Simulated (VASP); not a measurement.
Given:

```
SnS
1.0
    0.00000     2.87119     2.87119
    2.87119     0.00000     2.87119
    2.87119     2.87119     0.00000
Sn S
1 1
Cartesian
  2.87119   2.87119   2.87119
  0.00000   0.00000   0.00000
```

Level of theory: PBEsol GGA, VASP's PBE PAW potentials (set 64) (plane waves; VASP). Run with 400 eV cut-off, 18×18×18 Γ-centred mesh, Gaussian smearing of 0.010 eV, potentials Sn_d S.

**Question.** Predict the energy per atom (σ→0).

**Answer.** 
```json
{
 "energy per atom (σ→0)": "-4.755 eV/atom"
}
```

Only differences to runs with the same potentials and settings are physical.

The structure comes from a computed database's SnS entry (Fm-3m); how it stands against other phases isn't given here. It was relaxed first.
